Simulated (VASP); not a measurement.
Data:

```
GaSb
1.0
    0.00000     3.10569     3.10569
    3.10569     0.00000     3.10569
    3.10569     3.10569     0.00000
Ga Sb
1 1
Cartesian
  0.00000   0.00000   0.00000
  1.55284   1.55284   1.55284
```

Calculation: PBE GGA, VASP's PBE PAW potentials (set 64) (plane waves; VASP 6.6.1). Run with 350 eV cut-off, Gaussian smearing of 0.050 eV, potentials Ga_d Sb.

### Question
Give the energies of bands 7 to 12 at the high-symmetry points, in eV from the Fermi level.

### Answer

```tsv
band	Γ	X	U	L	W
7	-0.28	-6.61	-6.45	-6.15	-6.50
8	0.00	-2.42	-3.39	-1.08	-3.15
9	0.00	-2.42	-2.06	-1.08	-2.93
10	0.00	0.95	1.44	0.31	3.51
11	2.79	1.33	3.81	3.74	4.30
12	2.79	8.39	6.40	3.74	4.30
```

It has no gap at this level: it comes out as a metal or semimetal.

The compound is GaSb in the zinc blende structure. It was relaxed first, which changed the volume by +6 %.
